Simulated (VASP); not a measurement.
Output of a VASP run:

### OUTCAR
```
 ion  position               nearest neighbor table
   1  0.667  0.333  0.500-   2 3.00   2 3.00   2 3.00   2 3.00   2 3.00   2 3.00
   2  0.333  0.667  0.000-   1 3.00   1 3.00   1 3.00   1 3.00   1 3.00   1 3.00
  LATTYP: Found a hexagonal cell.
 ALAT       =     3.0861500000
 C/A-ratio  =     1.5648170050
 Subroutine PRICEL returns:
 Original cell was already a primitive cell.
 Subroutine GETGRP returns: Found 12 space group operations
The static configuration has the point symmetry D_3h.
The dynamic configuration has the point symmetry D_3h.
 Subroutine INISYM returns: Found 12 space group operations
 Subroutine IBZKPT returns following result:
 Found     76 irreducible k-points:

 Following reciprocal coordinates:
            Coordinates               Weight
  0.000000  0.000000  0.000000      1.000000
  0.083333 -0.000000  0.000000      6.000000
  0.166667 -0.000000  0.000000      6.000000
  0.250000 -0.000000  0.000000      6.000000
  0.333333 -0.000000  0.000000      6.000000
  0.416667 -0.000000  0.000000      6.000000
  0.500000 -0.000000  0.000000      3.000000
  0.083333  0.083333  0.000000      6.000000
  0.166667  0.083333  0.000000     12.000000
  0.250000  0.083333  0.000000     12.000000
  0.333333  0.083333  0.000000     12.000000
  0.416667  0.083333  0.000000     12.000000
  0.166667  0.166667  0.000000      6.000000
  0.250000  0.166667  0.000000     12.000000
  0.333333  0.166667  0.000000     12.000000
  0.416667  0.166667  0.000000      6.000000
  0.250000  0.250000  0.000000      6.000000
  0.333333  0.250000  0.000000     12.000000
  0.333333  0.333333  0.000000      2.000000
  0.000000  0.000000  0.142857      2.000000
  0.083333 -0.000000  0.142857     12.000000
  0.166667 -0.000000  0.142857     12.000000
  0.250000 -0.000000  0.142857     12.000000
  0.333333 -0.000000  0.142857     12.000000
  0.416667 -0.000000  0.142857     12.000000
  0.500000 -0.000000  0.142857      6.000000
  0.083333  0.083333  0.142857     12.000000
  0.166667  0.083333  0.142857     24.000000
  0.250000  0.083333  0.142857     24.000000
  0.333333  0.083333  0.142857     24.000000
  0.416667  0.083333  0.142857     24.000000
  0.166667  0.166667  0.142857     12.000000
  0.250000  0.166667  0.142857     24.000000
  0.333333  0.166667  0.142857     24.000000
  0.416667  0.166667  0.142857     12.000000
  0.250000  0.250000  0.142857     12.000000
  0.333333  0.250000  0.142857     24.000000
  0.333333  0.333333  0.142857      4.000000
  0.000000  0.000000  0.285714      2.000000
  0.083333 -0.000000  0.285714     12.000000
   k-points           NKPTS =     76   k-points in BZ     NKDIM =     76   number of bands    NBANDS=     15
   number of dos      NEDOS =    301   number of ions     NIONS =      2
   total plane-waves  NPLWV =  12800
   dimension x,y,z NGX =    20 NGY =   20 NGZ =   32
   dimension x,y,z NGXF=    40 NGYF=   40 NGZF=   64
   ions per type =               1   1
   PREC   = accura    normal or accurate (medium, high low for compatibility)
   ISTART =      0    job   : 0-new  1-cont  2-samecut
   ICHARG =      2    charge: 1-file 2-atom 10-const
   ISPIN  =      1    spin polarized calculation?
   LNONCOLLINEAR =      F non collinear calculations
   LSORBIT =      F    spin-orbit coupling
   INIWAV =      1    electr: 0-lowe 1-rand  2-diag
   ENCUT  =  400.0 eV  29.40 Ry    5.42 a.u.   5.03  5.03  7.88*2*pi/ulx,y,z
   NELM   =    100;   NELMIN=  2; NELMDL= -5     # of ELM steps
   EDIFF  = 0.1E-05   stopping-criterion for ELM
   LREAL  =      F    real-space projection
   NLSPLINE    = F    spline interpolate recip. space projectors
   LMAXMIX     =    6 max onsite mixed and CHGCAR
   VOSKOWN=      0    Vosko Wilk Nusair interpolation
   EDIFFG = -.1E-01   stopping-criterion for IOM
   NSW    =     60    number of steps for IOM
   NBLOCK =      1;   KBLOCK =     60    inner block; outer block
...
```

**OSZICAR**
```
...
DAV:   6    -0.579931094975E+02   -0.16125E-03   -0.24125E-04  3269   0.130E-01    0.347E-02
DAV:   7    -0.579930280181E+02    0.81479E-04   -0.11810E-04  2469   0.911E-02    0.161E-02
DAV:   8    -0.579930580069E+02   -0.29989E-04   -0.40727E-06  2840   0.174E-02    0.126E-02
DAV:   9    -0.579930493190E+02    0.86879E-05   -0.71104E-06  2775   0.181E-02    0.202E-03
DAV:  10    -0.579930795065E+02   -0.30187E-04   -0.13703E-06  1372   0.109E-02    0.232E-03
DAV:  11    -0.579930620862E+02    0.17420E-04   -0.25057E-07  1161   0.478E-03    0.858E-04
DAV:  12    -0.579930684820E+02   -0.63957E-05   -0.57325E-08  1154   0.248E-03    0.337E-04
DAV:  13    -0.579930664854E+02    0.19966E-05   -0.23560E-08  1161   0.132E-03    0.424E-04
DAV:  14    -0.579930651919E+02    0.12935E-05   -0.10850E-08  1161   0.103E-03    0.318E-04
DAV:  15    -0.579930657988E+02   -0.60693E-06   -0.37056E-09  1161   0.529E-04
   2 F= -.57993066E+02 E0= -.57993007E+02  d E =-.111061E-03
       N       E                     dE             d eps       ncg     rms          rms(c)
DAV:   1    -0.579933509323E+02   -0.28574E-03   -0.92057E-03  2413   0.130E+00    0.229E-01
DAV:   2    -0.579932269858E+02    0.12395E-03   -0.39385E-03  3131   0.527E-01    0.197E-01
DAV:   3    -0.579930952806E+02    0.13171E-03   -0.21517E-03  3198   0.215E-01    0.680E-02
DAV:   4    -0.579930956234E+02   -0.34287E-06   -0.26807E-04  3659   0.117E-01    0.236E-02
DAV:   5    -0.579931069036E+02   -0.11280E-04   -0.23236E-05  3001   0.315E-02    0.153E-02
DAV:   6    -0.579930641628E+02    0.42741E-04   -0.20889E-05  3251   0.386E-02    0.103E-02
DAV:   7    -0.579930992934E+02   -0.35131E-04   -0.10910E-05  2455   0.280E-02    0.495E-03
DAV:   8    -0.579930909161E+02    0.83773E-05   -0.31845E-07  1203   0.531E-03    0.383E-03
DAV:   9    -0.579930927368E+02   -0.18207E-05   -0.60154E-07  1168   0.646E-03    0.470E-04
DAV:  10    -0.579930843657E+02    0.83711E-05   -0.17081E-07  1154   0.361E-03    0.587E-04
DAV:  11    -0.579930894434E+02   -0.50777E-05   -0.39000E-08  1140   0.166E-03    0.252E-04
DAV:  12    -0.579930882660E+02    0.11774E-05   -0.10593E-08  1140   0.907E-04    0.113E-04
DAV:  13    -0.579930882408E+02    0.25161E-07   -0.46466E-09  1140   0.524E-04
   3 F= -.57993088E+02 E0= -.57993022E+02  d E =-.133503E-03
       N       E                     dE             d eps       ncg     rms          rms(c)
DAV:   1    -0.579934923069E+02   -0.40404E-03   -0.16800E-02  2441   0.167E+00    0.273E-01
DAV:   2    -0.579934214085E+02    0.70898E-04   -0.75835E-03  3245   0.584E-01    0.310E-01
DAV:   3    -0.579931380965E+02    0.28331E-03   -0.37108E-03  3227   0.288E-01    0.600E-02
DAV:   4    -0.579931315251E+02    0.65714E-05   -0.40827E-04  3647   0.145E-01    0.489E-02
DAV:   5    -0.579931425442E+02   -0.11019E-04   -0.59149E-05  3199   0.483E-02    0.194E-02
DAV:   6    -0.579931099992E+02    0.32545E-04   -0.14559E-05  2674   0.345E-02    0.881E-03
DAV:   7    -0.579931434081E+02   -0.33409E-04   -0.12862E-05  2591   0.289E-02    0.916E-03
DAV:   8    -0.579931217206E+02    0.21688E-04   -0.21869E-06  1991   0.137E-02    0.356E-03
DAV:   9    -0.579931282817E+02   -0.65611E-05   -0.15240E-07  1189   0.399E-03    0.280E-03
DAV:  10    -0.579931163441E+02    0.11938E-04   -0.35029E-07  1196   0.548E-03    0.282E-04
DAV:  11    -0.579931223495E+02   -0.60054E-05   -0.74366E-08  1182   0.286E-03    0.298E-04
DAV:  12    -0.579931221718E+02    0.17762E-06   -0.19189E-08  1168   0.115E-03
   4 F= -.57993122E+02 E0= -.57993065E+02  d E =-.339310E-04
```

File OUTCAR:
```
------------------------ aborting loop because EDIFF is reached ----------------------------------------
  FORCE on cell =-STRESS in cart. coord.  units (eV):
  Direction    XX          YY          ZZ          XY          YZ          ZX
  --------------------------------------------------------------------------------------
  Total       -0.0045439     -0.0045439     -0.0019405      0.0000000      0.0000000      0.0000000
  in kB       -0.1830831     -0.1830830     -0.0781879      0.0000000      0.0000000      0.0000000
  external PRESSURE =      -0.1481180 kB  Pullay stress =       0.0000000 kB
  volume of cell :       39.76
      direct lattice vectors                 reciprocal lattice vectors
     3.087876002  0.000000000  0.000000000     0.323847201  0.186973290  0.000000000
    -1.543938001  2.674178761 -0.000000000     0.000000000  0.373946579  0.000000000
    -0.000000000  0.000000000  4.815473003    -0.000000000  0.000000000  0.207663920
 POSITION                                       TOTAL-FORCE (eV/Angst)
 -----------------------------------------------------------------------------------
      1.54394      0.89139      2.40774        -0.000000      0.000000      0.000000
     -0.00000      1.78279     -0.00000         0.000000     -0.000000      0.000000
 -----------------------------------------------------------------------------------
    total drift:                                0.002595     -0.001499      0.000000
  FREE ENERGIE OF THE ION-ELECTRON SYSTEM (eV)
  ---------------------------------------------------
  free  energy   TOTEN  =       -57.9931221718 eV

  energy  without entropy=      -57.9929509656  energy(sigma->0) =      -57.99306510

 reached required accuracy - stopping structural energy minimisation
```
(Selected blocks of OUTCAR.)

**POSCAR**
```
HfTi
1
    3.0861500000     0.0000000000     0.0000000000
   -1.5430750000     2.6726840000     0.0000000000
    0.0000000000     0.0000000000     4.8292600000
Hf Ti
1 1
Direct
  0.6666670000   0.3333330000   0.5000000000
  0.3333330000   0.6666670000   0.0000000000
```

Reconstruct the remaining input files.

Several could match; the one computed here: the input of the run itself, r2SCAN meta-GGA, plane waves, VASP's PBE PAW potentials (set 64).

INCAR:
```
SYSTEM = HfTi
PREC = Accurate
ENCUT = 400
EDIFF = 1E-6
NELM = 100
ALGO = Normal
LREAL = .FALSE.
LASPH = .TRUE.
ISMEAR = 1
SIGMA = 0.1
METAGGA = R2SCAN
LMIXTAU = .TRUE.
LMAXMIX = 6
LWAVE = .FALSE.
LCHARG = .FALSE.
IBRION = 2
ISIF = 3
NSW = 60
EDIFFG = -0.01
```

**KPOINTS**
```
kpoints
0
Gamma
12 12 7
0 0 0
```

POTCAR, in this order: Hf_pv Ti_sv (PBE.64 set). Program: vasp_std.

The structure comes from a computed database's HfTi entry (P-6m2); how it stands against other phases isn't given here. This run relaxes it. Symmetry was kept, so distortions that lower it aren't found.
